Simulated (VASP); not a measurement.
Input:

```xyz
4
Lattice="1.9406 -3.2403 0.0000 1.9406 3.2403 0.0000 0.0000 0.0000 12.0554" Properties=species:S:1:pos:R:3 pbc="T T T"
La     0.0000     0.0000     6.0277
La     0.0000     0.0000     0.0000
La     1.9406     1.0801     3.0138
La     2.0303    -1.0801     9.0415
```

Level of theory: PBE GGA, VASP's PBE PAW potentials (set 64) (plane waves; VASP). Settings: 650 eV cut-off, 8×8×3 Γ-centred mesh, first-order Methfessel-Paxton smearing of 0.10 eV, potentials La.

Q: Predict the energy per atom (σ→0), band gap (on the k-mesh) with the smallest direct gap where there is one.

A: 
The band gap (on the k-mesh) comes out as none (metal, semimetal or under 0.01 eV) and the energy per atom (σ→0) comes out as -4.883 eV/atom.

The absolute energy has meaning only against runs of the same code, potentials and settings.

The compound is La in the dhcp structure. The cell was not relaxed at this level. The run is one of a series of settings (ENCUT = 650 against the base run), some of them coarse on purpose.
